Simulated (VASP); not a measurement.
```xyz
2
Lattice="1.3550 -2.3469 0.0000 1.3550 2.3469 0.0000 0.0000 0.0000 4.2800" Properties=species:S:1:pos:R:3 pbc="T T T"
Ru     1.3550     0.7823     1.0700
Ru     1.3550    -0.7823     3.2100
```

Computed with LDA (Ceperley-Alder, Perdew-Zunger), VASP's LDA PAW potentials (set 64) (plane waves; VASP 6.6.1). Settings: 520 eV cut-off, 14×14×8 Γ-centred mesh, first-order Methfessel-Paxton smearing of 0.10 eV, potentials Ru_pv.

Energy and stress use the plane-wave basis of the starting cell.

**Question.** The ions, cell shape and volume are relaxed. Give the cell that the relaxation ends in.

**Answer.** 
```xyz
2
Lattice="1.3394 -2.3200 0.0000 1.3394 2.3200 0.0000 0.0000 0.0000 4.2245" Properties=species:S:1:pos:R:3 pbc="T T T"
Ru     1.3394     0.7733     1.0561
Ru     1.3394    -0.7733     3.1684
```
Space group P6_3/mmc (194), at a tolerance of 0.03 Å.

**Question.** How do energy and volume change from the first to the last step?

**Answer.** The energy (σ→0) changes by -19.4 meV/atom and the volume by -3.6 %, in 4 ionic steps.

The compound is Ru in the hcp structure. This run relaxes it. Symmetry was kept, so distortions that lower it aren't found.
